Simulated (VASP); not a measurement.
Consider the following.

```yaml
crystal:
  lattice:
    - [0.00000, 2.18000, 2.18000]
    - [2.18000, 0.00000, 2.18000]
    - [2.18000, 2.18000, 0.00000]
  atoms:
    - { symbol: Si, position: [0.00000, 0.00000, 0.00000] }
    - { symbol: C, position: [0.25000, 0.25000, 0.25000] }
```

Calculation: PBEsol GGA, VASP's PBE PAW potentials (set 64) (plane waves; VASP). Numerical set-up: 520 eV cut-off, 10×10×10 Γ-centred mesh, Gaussian smearing of 0.050 eV, potentials Si C.

Problem. Predict the energy per atom (σ→0), band gap (on the k-mesh) with the smallest direct gap where there is one.

Solution. 
| Quantity | Result |
|---|---|
| band gap (on the k-mesh) | 1.24 eV |
| smallest direct gap (on the k-mesh) | 4.44 eV |
| energy per atom (σ→0) | -7957 meV/atom |

The compound is SiC in the zinc blende structure. The cell was not relaxed at this level.
